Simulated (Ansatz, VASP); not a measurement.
## Cross-check of TiB2 between VASP and Ansatz

Wanted: the spread between two codes on one cell, functional and k mesh. The cell is taken from a series of VASP runs on this material, whose earlier steps may have relaxed, scaled or displaced it; both programs get it as it stands.

Main program and level: Ansatz 0.2.0; plane waves, with VASP 6.6.1 beside it; band structure at PBE and electric field gradients at PBE.

## Step 1: The structure

The structure is hexagonal, space group P6/mmm (No. 191). Conventional cell: a = 3.034 Å, b = 3.034 Å, c = 3.218 Å, α = 90.00°, β = 90.00°, γ = 120.00°. Nearest to Ti lie 12 B at 2.38 Å. Nearest to B lie 3 B at 1.75 Å and 6 Ti at 2.38 Å. Farther neighbours are not listed.

Coordinates:

```cif
data_structure
_symmetry_space_group_name_H-M 'P6/mmm'
_symmetry_Int_Tables_number 191
_cell_length_a 3.0342
_cell_length_b 3.0342
_cell_length_c 3.2179
_cell_angle_alpha 90.000
_cell_angle_beta 90.000
_cell_angle_gamma 120.000
_cell_volume 25.66
loop_
_atom_site_label
_atom_site_type_symbol
_atom_site_symmetry_multiplicity
_atom_site_Wyckoff_symbol
_atom_site_fract_x
_atom_site_fract_y
_atom_site_fract_z
_atom_site_occupancy
Ti1 Ti 1 a 0.00000 0.00000 0.00000 1
B1 B 2 d 0.33333 0.66667 0.50000 1
```

## Step 2: VASP: band structure, PBE

With cell and atoms fixed, the geometry can't cause a difference; cores, projectors, grids and the points listed under the comparison can.

Lines of VASP's logs that name or quote its potential files are left out, and so is its time.

The input, INCAR:

```
SYSTEM = TiB2
PREC = Accurate
ENCUT = 420
EDIFF = 1E-06
NELM = 100
ISMEAR = 0
SIGMA = 0.05
LREAL = .FALSE.
ALGO = Normal
GGA = PE
NBANDS = 22
LASPH = .TRUE.
LORBIT = 11
LWAVE = .FALSE.
LCHARG = .FALSE.
KPAR = 2
```

The input, POSCAR:

```
TiB2
1.0
    3.0341688589      0.0000000000      0.0000000000
   -1.5170844294      2.6276673111      0.0000000000
    0.0000000000      0.0000000000      3.2178845097
Ti B
1 2
Direct
    0.0000000000      0.0000000000      0.0000000000
    0.3333333333      0.6666666667      0.5000000000
    0.6666666667      0.3333333333      0.5000000000
```

The input, KPOINTS:

```
Automatic mesh
0
Gamma
7 7 6
0 0 0
```

The input, KPOINTS_OPT:

```
Line mode
16
Line-mode
Reciprocal
  0.00000000   0.00000000   0.00000000 GAMMA
  0.50000000   0.00000000   0.00000000 M

  0.50000000   0.00000000   0.00000000 M
  0.33333333   0.33333333   0.00000000 K

  0.33333333   0.33333333   0.00000000 K
  0.00000000   0.00000000   0.00000000 GAMMA

  0.00000000   0.00000000   0.00000000 GAMMA
  0.00000000   0.00000000   0.50000000 A

  0.00000000   0.00000000   0.50000000 A
  0.50000000   0.00000000   0.50000000 L

  0.50000000   0.00000000   0.50000000 L
  0.33333333   0.33333333   0.50000000 H

  0.33333333   0.33333333   0.50000000 H
  0.00000000   0.00000000   0.50000000 A

  0.50000000   0.00000000   0.50000000 L
  0.50000000   0.00000000   0.00000000 M

  0.33333333   0.33333333   0.00000000 K
  0.33333333   0.33333333   0.50000000 H
```

Potentials, in the order of the species: Ti_sv and B (PBE family, release 64).

Started as:

```
$ mpirun -np 2 vasp_std
```

Numbers of over 12 decimals in the logs are rounded to 6 here.

What it wrote:

```text
[banner, memory and clock lines left out]
running    2 mpi-ranks, on    1 nodes
 distrk:  each k-point on    1 cores,    2 groups
 distr:  one band on    1 cores,    1 groups

 POSCAR found type information on POSCAR TiB
 POSCAR found :  2 types and       3 ions
 LDA part: xc-table for (Slater+PW92), standard interpolation
 POSCAR, INCAR and KPOINTS ok, starting setup
 FFT: planning ... GRIDC
 FFT: planning ... GRID_SOFT
 FFT: planning ... GRID
 WAVECAR not read
 entering main loop
       N       E                     dE             d eps       ncg     rms          rms(c)
DAV:   1     0.117936916684E+03    0.11794E+03   -0.71280E+03  1424   0.801E+02
DAV:   2    -0.228793284296E+02   -0.14082E+03   -0.13312E+03  1558   0.251E+02
DAV:   3    -0.294405544536E+02   -0.65612E+01   -0.64908E+01  1702   0.555E+01
DAV:   4    -0.295455921710E+02   -0.10504E+00   -0.10497E+00  1602   0.688E+00
DAV:   5    -0.295474551092E+02   -0.18629E-02   -0.18629E-02  1612   0.818E-01    0.167E+01
DAV:   6    -0.244439580819E+02    0.51035E+01   -0.12641E+01  1702   0.349E+01    0.369E+00
DAV:   7    -0.244233251202E+02    0.20633E-01   -0.80578E-01  1626   0.807E+00    0.334E+00
DAV:   8    -0.244237438736E+02   -0.41875E-03   -0.53165E-02  1818   0.171E+00    0.692E-01
DAV:   9    -0.244213176026E+02    0.24263E-02   -0.31168E-02  1604   0.182E+00    0.311E-01
DAV:  10    -0.244207836834E+02    0.53392E-03   -0.17961E-03  1742   0.418E-01    0.766E-02
DAV:  11    -0.244208231524E+02   -0.39469E-04   -0.38737E-04  1596   0.149E-01    0.260E-02
DAV:  12    -0.244208205465E+02    0.26059E-05   -0.15858E-05  1624   0.353E-02    0.682E-03
DAV:  13    -0.244208192498E+02    0.12967E-05   -0.32977E-06  1608   0.187E-02    0.265E-03
DAV:  14    -0.244208190584E+02    0.19141E-06   -0.16278E-07   848   0.347E-03
   1 F= -.24420819E+02 E0= -.24420595E+02  d E =-.447207E-03
 Start KPOINTS_OPT (optional k-point list driver)
k-point batch [1-32\144]
       N       E                     dE             ncg
DAV:   1    -0.126913827533E+04   -0.17114E+05     1424
DAV:   2    -0.571419220252E+04   -0.44451E+04     1558
DAV:   3    -0.593268463558E+04   -0.21849E+03     1670
DAV:   4    -0.593590063956E+04   -0.32160E+01     1534
DAV:   5    -0.593593810134E+04   -0.37462E-01     1612
DAV:   6    -0.593593870400E+04   -0.60266E-03     1540
DAV:   7    -0.593593871596E+04   -0.11954E-04     1584
DAV:   8    -0.593593871620E+04   -0.24382E-06     1128
[...]
k-point batch [129-144\144]
       N       E                     dE             ncg
DAV:   1     0.101662629940E+05   -0.12388E+05      712
DAV:   2     0.800903587120E+04   -0.21572E+04      758
DAV:   3     0.790914762066E+04   -0.99888E+02      902
DAV:   4     0.790759642435E+04   -0.15512E+01      740
DAV:   5     0.790757784330E+04   -0.18581E-01      896
DAV:   6     0.790757756927E+04   -0.27402E-03      792
DAV:   7     0.790757756442E+04   -0.48509E-05      878
DAV:   8     0.790757756434E+04   -0.85234E-07      590
```

OUTCAR, selected parts (step 2):

```text
ion  position               nearest neighbor table
   1  0.000  0.000  0.000-   2 2.38   3 2.38   2 2.38   3 2.38   2 2.38   2 2.38   3 2.38   3 2.38
                             3 2.38   3 2.38   2 2.38   2 2.38
   2  0.333  0.667  0.500-   3 1.75   3 1.75   3 1.75   1 2.38   1 2.38   1 2.38   1 2.38   1 2.38
                             1 2.38
   3  0.667  0.333  0.500-   2 1.75   2 1.75   2 1.75   1 2.38   1 2.38   1 2.38   1 2.38   1 2.38
                             1 2.38

  LATTYP: Found a hexagonal cell.
 ALAT       =     3.0341688589
 C/A-ratio  =     1.0605489211

 Subroutine GETGRP returns: Found 24 space group operations
 (whereof 24 operations were pure point group operations)

The static configuration has the point symmetry D_6h.

 Found     32 irreducible k-points:

   k-points           NKPTS =     32   k-points in BZ     NKDIM =     32   number of bands    NBANDS=     22

   dimension x,y,z NGX =    20 NGY =   20 NGZ =   24
   dimension x,y,z NGXF=    40 NGYF=   40 NGZF=   48

   ENCUT  =  420.0 eV  30.87 Ry    5.56 a.u.   5.07  5.07  5.38*2*pi/ulx,y,z

   NELECT =      18.0000    total number of electrons

 k-points in reciprocal lattice and weights: Automatic mesh
   0.00000000  0.00000000  0.00000000       0.003
   0.14285714  0.00000000  0.00000000       0.020
   0.28571429 -0.00000000  0.00000000       0.020
   0.42857143  0.00000000  0.00000000       0.020
   0.14285714  0.14285714  0.00000000       0.020
   0.28571429  0.14285714  0.00000000       0.041
   0.42857143  0.14285714  0.00000000       0.020
   0.28571429  0.28571429  0.00000000       0.020
   0.00000000  0.00000000  0.16666667       0.007
[...]
0.42857143  0.14285714  0.50000000       0.020
   0.28571429  0.28571429  0.50000000       0.020

 average (electrostatic) potential at core
       1 -70.9509       2 -22.3388       3 -22.3388

 E-fermi :   9.9642

 k-point     1 :       0.0000    0.0000    0.0000
  band No.  band energies     occupation
    ...
      5      -3.4933      2.00000
      6       7.3680      2.00000
      7       7.3680      2.00000
      8       7.7271      2.00000
      9       7.8982      2.00000
     10      11.8906      0.00000
     11      11.8906      0.00000
     12      13.6808      0.00000
     13      13.6808      0.00000
     14      15.7337      0.00000
    ...

 k-point     2 :       0.1429    0.0000    0.0000
  band No.  band energies     occupation
    ...
      5      -3.1055      2.00000
      6       6.3243      2.00000
      7       7.2929      2.00000
      8       7.4498      2.00000
      9       8.0696      2.00000
     10      11.7814      0.00000
     11      12.5085      0.00000
     12      12.6018      0.00000
     13      12.8398      0.00000
     14      16.6866      0.00000
    ...

 k-point     3 :       0.2857   -0.0000    0.0000
  band No.  band energies     occupation
    ...
      5      -2.0007      2.00000
      6       4.1352      2.00000
      7       7.0309      2.00000
      8       7.0386      2.00000
      9       8.1217      2.00000
     10      11.5464      0.00000
     11      12.1451      0.00000
     12      12.4804      0.00000
     13      13.4633      0.00000
     14      17.1536      0.00000
    ...

  Total       -0.0000752     -0.0000752      0.0024897     -0.0000000      0.0000000      0.0000000
  in kB       -0.0046933     -0.0046933      0.1554840     -0.0000000      0.0000000      0.0000000
  external PRESSURE =       0.0486991 kB  Pullay stress =       0.0000000 kB

  energy-cutoff  :      420.00
  volume of cell :       25.66
      direct lattice vectors                 reciprocal lattice vectors
     3.034168859  0.000000000  0.000000000     0.329579548  0.190282841  0.000000000
    -1.517084429  2.627667311  0.000000000     0.000000000  0.380565681  0.000000000
     0.000000000  0.000000000  3.217884510     0.000000000  0.000000000  0.310763173

 POSITION                                       TOTAL-FORCE (eV/Angst)
 -----------------------------------------------------------------------------------
      0.00000      0.00000      0.00000         0.000000      0.000000      0.000000
     -0.00000      1.75178      1.60894         0.000000      0.000000      0.000000
      1.51708      0.87589      1.60894        -0.000000     -0.000000      0.000000
 -----------------------------------------------------------------------------------
    total drift:                               -0.000000      0.000000      0.000000

  FREE ENERGIE OF THE ION-ELECTRON SYSTEM (eV)
  ---------------------------------------------------
  free  energy   TOTEN  =       -24.4208190584 eV

  energy  without entropy=      -24.4203718517  energy(sigma->0) =      -24.42059546

 total charge
# of ion       s       p       d       tot
------------------------------------------
    1        2.175   6.210   2.034  10.419
    2        0.686   1.323   0.000   2.009
    3        0.686   1.323   0.000   2.009
--------------------------------------------------
tot          3.548   8.855   2.034  14.437

[... 3 further parts left out ...]
```

The k-mesh is coarse for a metal.

The run ends at a pressure of 0.00 GPa.

## Step 3: Ansatz: band structure, PBE

Ansatz runs on its default PAW (the set named soft_2) files.

The same cell, functional, mesh and smearing now go to Ansatz, which takes its cutoff from its data sets.

The input, input.yaml:

```yaml
crystal:
  lattice:
    - [3.0341688589, 0.0, 0.0]
    - [-1.5170844294, 2.6276673111, 0.0]
    - [0.0, 0.0, 3.2178845097]
  atoms:
    - { symbol: Ti, position: [0.0, 0.0, 0.0] }
    - { symbol: B, position: [0.3333333333, 0.6666666667, 0.5] }
    - { symbol: B, position: [0.6666666667, 0.3333333333, 0.5] }
hamiltonian:
  xc: pbe
  pseudopotentials: { kind: paw }
kpoints:
  mp_grid: { grid: [7, 7, 6] }
  band_path:
    path:
      - [0.0, 0.0, 0.0]
      - [0.13333, 0.0, 0.0]
      - [0.3, 0.0, 0.0]
      - [0.46667, 0.0, 0.0]
      - [0.46667, 0.06667, 0.0]
      - [0.41111, 0.17778, 0.0]
      - [0.35556, 0.28889, 0.0]
      - [0.28889, 0.28889, 0.0]
      - [0.17778, 0.17778, 0.0]
      - [0.06667, 0.06667, 0.0]
      - [0.0, 0.0, 0.03333]
      - [0.0, 0.0, 0.2]
      - [0.0, 0.0, 0.36667]
      - [0.0, 0.0, 0.5]
      - [0.16667, 0.0, 0.5]
      - [0.3, 0.0, 0.5]
      - [0.46667, 0.0, 0.5]
      - [0.46667, 0.06667, 0.5]
      - [0.41111, 0.17778, 0.5]
      - [0.35556, 0.28889, 0.5]
      - [0.28889, 0.28889, 0.5]
      - [0.17778, 0.17778, 0.5]
      - [0.06667, 0.06667, 0.5]
      - [0.5, 0.0, 0.46667]
      - [0.5, 0.0, 0.3]
      - [0.5, 0.0, 0.13333]
      - [0.33333, 0.33333, 0.0]
      - [0.33333, 0.33333, 0.16667]
      - [0.33333, 0.33333, 0.33333]
      - [0.33333, 0.33333, 0.5]
    npoints: 1
scf:
  occupations: { method: gaussian, width: 0.05 }
  n_extra_bands: 7
output:
  forces: true
  stress: true
  eigenvalues: true
  write_density: true
  write_potential: true
  elf: true
  volumetric_format: npy
```

Started as:

```
$ ansatz run input.yaml --threads 2 --pin off --max-ram 4608MiB --backend cpu --events-out ev --progress --plain --runs-dir out
```

What it wrote:

```text
scf.n_extra_bands = 7 over 9 filled bands (N_el = 18.0): the run solves 16 bands
Engine: ansatz 0.2.0, aarch64-unknown-linux-gnu
Pseudopotentials: kind: paw
Pseudopotential: Ti, paw, valence charge 12, recommended cutoff 420 eV (normal), Ti.paw.azcp
Pseudopotential: B, paw, valence charge 3, recommended cutoff 420 eV (normal), B.paw.azcp
Functional definition: PBE
  parameter kappa = 0.804
  parameter beta = 0.066725
  exchange = pbe_x(kappa = kappa, mu = beta*pi^2/3)
  correlation = pbe_c(beta = beta)
Crystal: 3 atoms, lattice volume = 25.656 Å³
Basis set: ecut = 420 eV, 503 PW (Γ), exchange–correlation on 48×48×48 points (8 copies of the dense FFT grid, shifted against one another)
Bands: 16, of which v1, the nominal top of the filled ones, is band 9 counted from 1 (8 counted from 0)
Symmetry: 24 space group operations
Space group: P6/mmm (ITA 191), of the structure as read, at distance tolerance 2.9e-5 Å
k-points: 32 of 294
Non-local potential: Ti, projectors of the file, l = 0: 3, l = 1: 2, l = 2: 3, l = 3: 1
Non-local potential: B, projectors of the file, l = 0: 2, l = 1: 2, l = 2: 1
PAW form: soft (Blöchl's): semilocal exchange-correlation on the pseudo side does not see the compensation charge
PAW one-centre angular grid: Ti, 590 points (default); XC on 64 Gauss nodes
PAW one-centre angular grid: B, 110 points (default); XC on 64 Gauss nodes
Initial density: superposition of atomic densities (neutral atoms: chi_scale 0, normalization atom), corrected by the library's trained network
Initial wavefunctions: pseudopotential atomic-orbital guess
Functional: x = pbe(κ = 0.804, μ = 0.219515), c = pbe(β = 0.066725)
SCF iter   1: F=—  HF=-2814.690623 eV  |F-HF|=—  |Δ(HF+E_count)|=         —  Δρ=3.74e-3  dr2=2.43e-3  ethr=1.77e-3  ⟨swp⟩=5.0  Hψ=2352  notcnv=0
preconditioner: auto → none  [insulator: Δε(μ)=0.224 eV  Ē_g=10.454 eV  σ=0.050 eV  W_gap=0.92  n_scr=8 (ndim 8)  ℏωp=23.2 eV  f_vac=0.000  D(μ)=0.36/eV (n_scr^D=0)  ε∞_Penn≈5.9]
SCF iter   2: F=—  HF=-2814.689933 eV  |F-HF|=—  |Δ(HF+E_count)|=   6.90e-4  Δρ=1.61e-3  dr2=4.12e-4  ethr=1.35e-5  ⟨swp⟩=1.4  Hψ=784  notcnv=0  defer=12
SCF iter   3: F=—  HF=-2814.689911 eV  |F-HF|=—  |Δ(HF+E_count)|=   2.17e-5  Δρ=2.17e-4  dr2=8.63e-6  ethr=2.29e-6  ⟨swp⟩=1.7  Hψ=470  notcnv=0  defer=12
SCF iter   4: F=—  HF=-2814.689906 eV  |F-HF|=—  |Δ(HF+E_count)|=   5.10e-6  Δρ=1.61e-5  dr2=7.29e-8  ethr=4.79e-8  ⟨swp⟩=2.2  Hψ=553  notcnv=0  defer=12
iter 5 did not close the SCF: its close was put off for the readings that it lacked (scf_convergence_deferred on its scf_iter line)
SCF iter   5: F=-2814.689906 eV  HF=-2814.689906 eV  |F-HF|=1.58e-10  |Δ(HF+E_count)|=   5.40e-9  Δρ=4.47e-6  dr2=2.25e-9  ethr=4.05e-10  ⟨swp⟩=2.2  Hψ=598  notcnv=0  defer=12
SCF iter   6: F=-2814.689906 eV  HF=-2814.689906 eV  |F-HF|=7.28e-12  |Δ(HF+E_count)|=  7.92e-10  Δρ=3.33e-7  dr2=2.14e-11  ethr=1.25e-11  ⟨swp⟩=6.6  Hψ=2626  notcnv=0
SCF 1 converged in 6 iterations: F = -2814.689906 eV  dr2 = 2.14e-11
  greatest PAW one-centre occupation: 0.999 electrons in one spin orbital (limit 2), on the Ti atom at site 0 (counted from 0), in its partial waves of l = 0
NSCF: frozen V_eff on 30 k-points
SCF converged after 6 iterations
Free energy (F): -2814.689906 eV
Harris-Foulkes:  -2814.689906 eV  (|F-HF|=7.28e-12)
Internal energy: -2814.689459 eV  (E = F + TS)
E sigma→0 (E₀):  -2814.689683 eV
Entropy (-TS):   -0.000447 eV (-0.149 meV/atom)
Fermi energy:    15.135882 eV
--- Per-component energies (eV) ---
  E_band       = -93.642127
  E_kinetic    = 375.944428
  E_local      = -787.385755  (includes V_loc(G=0)·N_el)
  E_nonlocal   = 28.777595
  E_hartree    = 333.850064
  E_xc         = -165.092433
  E_vxc        = -202.792123  (∫ρ·V_xc dr)
  E_paw        = -1204.603760  (= ΣΔE_a)
  E_vpaw       = -175.886619  (= ΣTr[D̂ρ^β])
  E_aug_tail   = 0.000100  (compensation charges beyond the density's cutoff)
  E_ewald      = -1396.179698
  E_smearing   = -0.000447  (= −TS)
  E_closure    = 0.000000  (closes the sum)
  Σ components = -2814.689906   (vs F -2814.689906, Δ=0.00e0)
--- Forces (eV/Å), atoms counted from 1 ---
  atom   1  Ti     0.00000000     0.00000000    -0.00000000
  atom   2  B      0.00000000     0.00000000    -0.00000000
  atom   3  B     -0.00000000     0.00000000     0.00000000
  max |Σ_I F_I| component: 9.25e-17 eV/Å
--- Stress (GPa, compression-positive) ---
        0.068385      -0.000000      -0.000000
       -0.000000       0.068385      -0.000000
       -0.000000      -0.000000       0.030669
  P = ⅓ Tr σ = 0.0558 GPa (0.558 kbar)
--- Band table (eV; the first three rows and the last of 32) ---
  k-point 0: bands = [... 5 lower, 12.5340, 12.5340, 12.8957, 13.0674, 17.0699, 17.0699, 18.8538, 18.8538, ... 3 higher]
  k-point 1: bands = [... 5 lower, 10.7792, 12.8271, 12.8271, 14.8245, 16.3077, 16.3077, 18.2373, 18.2373, ... 3 higher]
  k-point 2: bands = [... 5 lower, 8.6483, 13.6655, 13.6655, 15.3336, 15.3336, 16.2407, 16.8110, 16.8110, ... 3 higher]
  k-point 31: bands = [... 5 lower, 7.3643, 9.6107, 11.6397, 12.1765, 17.6828, 18.8796, 19.1814, 19.6221, ... 3 higher]
```

It took 1.6 s on 2 threads of Arm Neoverse N1, shared host; peak memory 0.27 GiB.

Reading the cycles: dr2 is the Hartree energy of the density residual (eV), the measure of convergence; HF is the Harris–Foulkes estimate of the energy, which meets the free energy F at convergence.

## Step 4: Side by side

Compared:

```
                                        quantity  Ansatz  VASP  difference
                                  pressure (GPa)    0.06  0.00       +0.05
pressure without Ansatz's Pulay correction (GPa)   -0.17  0.00       -0.17
```

Levels from 3 eV below to 2 eV above the Fermi level differ by 4 meV r.m.s. and 8 meV at most; each VASP level is matched to the nearest of Ansatz, which flatters the figure a little. Ansatz's pressure holds a Pulay correction of 0.22 GPa; VASP's holds none.

## Step 5: Other set-ups

Further runs change the set-up of one program: Ansatz's method, potentials or start, or VASP's data sets, cutoff or form of LDA. The table gives Ansatz less VASP for each quantity, since a change that brings one quantity closer may part another.

| run | pressure (GPa) |
| --- | --- |
| as above | 0.051 |
| Ansatz's all-electron LAPW method | 0.047 |

[end of part 1 of 2]

[Lines on the potential files, build, host, timing and source positions are cut from VASP's logs without a mark.]

[Logs are printed without paths, hosts, clocks, repeated set-up lines and the standing remarks that a program may print on its own settings, such as how far it seeks lower states.]

[Hosts, paths, dates, database ids (printed as entryN), source tags and the programs' standing remarks are cut or masked in the printed files.]
